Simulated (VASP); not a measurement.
Input of a VASP 6.6.1 run:

Contents of INCAR:

```
PREC = Accurate
ENCUT = 520
EDIFF = 1E-7
ISMEAR = 0
SIGMA = 0.1
LREAL = False
LASPH = True
NELM = 100
ALGO = Normal
ISIF = 2
LWAVE = False
LCHARG = False
```

Contents of KPOINTS:

```
regular mesh
0
Gamma
  18 18 18
```

File POSCAR:

```
W                                       
1.0
   -1.6017714222      1.6017714222      1.6017714222
    1.6017714222     -1.6017714222      1.6017714222
    1.6017714222      1.6017714222     -1.6017714222
  W             
     1
Direct
     0.0000000000000000    0.0000000000000000    0.0000000000000000
```

Potentials or basis: VASP PAW LDA potentials, release 64 (W_sv).

The run is started by

```bash
$ cat potpaw_LDA.64/W_sv/POTCAR > POTCAR
$ mpirun -np 1 vasp_std > vasp.out
```

**Question.** Estimate the band gap on the k mesh.

**Answer.** None (metal or under the smearing width).

**Question.** Predict the pressure.

**Answer.** -17.4 GPa.

Caveat: so large a pressure means that the cell lies far from this level's equilibrium, or that cutoff or potentials fall short. Spin-orbit coupling is left out, which matters for the levels of W.
